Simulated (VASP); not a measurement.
Energy against volume of GaSb (zinc blende). Level of theory: revTPSS meta-GGA, VASP's PBE PAW potentials (set 64) (plane waves; VASP). Run with 520 eV cut-off, 8×8×8 Γ-centred mesh, Gaussian smearing of 0.050 eV, potentials Ga_d Sb.

```
V (Å³/atom)  E (eV/atom)
-----------  -----------
26.964           8.67015
27.824           8.65559
28.685           8.65083
29.545           8.65418
```

Problem. Fit these four points and predict the energy of the run at 30.406 Å³/atom.

Solution. A cubic in V^(−2/3), the third-order Birch-Murnaghan form, passes through the four points with V0 = 28.73 Å³/atom and B0 = 50 GPa, and gives 8.6642 eV/atom there. The run gave 8.6642 eV/atom, -0.0 meV/atom from the fit; all five points give B0 = 50 GPa.

The compound is GaSb in the zinc blende structure. It was relaxed first.
